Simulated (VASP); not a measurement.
OSZICAR of a VASP run on SiC (wurtzite):

**OSZICAR**
```
       N       E                     dE             d eps       ncg     rms          rms(c)
DAV:   1     0.355198389014E+02    0.35520E+02   -0.73650E+03   864   0.119E+03
DAV:   2    -0.306151319306E+02   -0.66135E+02   -0.61138E+02  1252   0.187E+02
DAV:   3    -0.337113871743E+02   -0.30963E+01   -0.30782E+01  1140   0.408E+01
DAV:   4    -0.337501633496E+02   -0.38776E-01   -0.38753E-01  1068   0.526E+00
DAV:   5    -0.337508885518E+02   -0.72520E-03   -0.72507E-03  1128   0.674E-01    0.123E+01
DAV:   6    -0.302101980474E+02    0.35407E+01   -0.10594E+01  1056   0.207E+01    0.546E+00
DAV:   7    -0.301255579957E+02    0.84640E-01   -0.89179E-01  1108   0.628E+00    0.243E+00
DAV:   8    -0.301102006593E+02    0.15357E-01   -0.46706E-02  1028   0.161E+00    0.540E-01
DAV:   9    -0.301094877532E+02    0.71291E-03   -0.64310E-03  1088   0.617E-01    0.133E-01
DAV:  10    -0.301097569449E+02   -0.26919E-03   -0.75376E-04  1024   0.196E-01    0.551E-02
DAV:  11    -0.301097708789E+02   -0.13934E-04   -0.12293E-04  1024   0.862E-02    0.125E-02
DAV:  12    -0.301097721187E+02   -0.12398E-05   -0.44394E-06  1068   0.172E-02    0.306E-03
DAV:  13    -0.301097725715E+02   -0.45275E-06   -0.24449E-07   976   0.416E-03    0.179E-03
DAV:  14    -0.301097726322E+02   -0.60737E-07   -0.17614E-08   620   0.119E-03
   1 F= -.30109773E+02 E0= -.30109773E+02  d E =0.000000E+00
```

Problem. Which electronic solver shows in the log?

Solution. It is blocked Davidson (ALGO = Normal, or the opening steps of other solvers). The INCAR had ALGO = Normal.

Problem. Can the final energy be trusted as converged?

Solution. The calculation finished and met its thresholds. It stopped with EDIFF = 1E-7, NELM = 100 (PBE GGA, plane waves, VASP's PBE PAW potentials (set 64)).

The compound is SiC in the wurtzite structure, the rare 2H polytype. It was relaxed first.
